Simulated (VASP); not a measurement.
Here is the system:

```xyz
2
Lattice="3.2140 0.0000 0.0000 0.0000 3.2140 0.0000 0.0000 0.0000 3.2140" Properties=species:S:1:pos:R:3 pbc="T T T"
In     1.6070     1.6070     1.6070
Pd     0.0000     0.0000     0.0000
```

Calculation: AM05 GGA, VASP's PBE PAW potentials (set 64) (plane waves; VASP). Numerical set-up: 520 eV cut-off, 11×11×11 Γ-centred mesh, first-order Methfessel-Paxton smearing of 0.10 eV, potentials In_d Pd.

Unless said otherwise, spin-orbit coupling is left out, though it shifts the bands of the heavy elements here.

**Question.** Predict the energy per atom (σ→0), pressure, band gap (on the k-mesh) with the smallest direct gap where there is one.

**Answer.** 
```json
{
  "band gap (on the k-mesh)": "none (metal, semimetal or under 0.01 eV)",
  "energy per atom (σ→0)": "-4.713 eV/atom",
  "pressure": "4.24 GPa"
}
```

The compound is PdIn in the CsCl type structure. This cell is one point of a volume scan, at 0.97 of the reference volume. The electron count is odd and the run is not spin-polarised, which forces a metal.
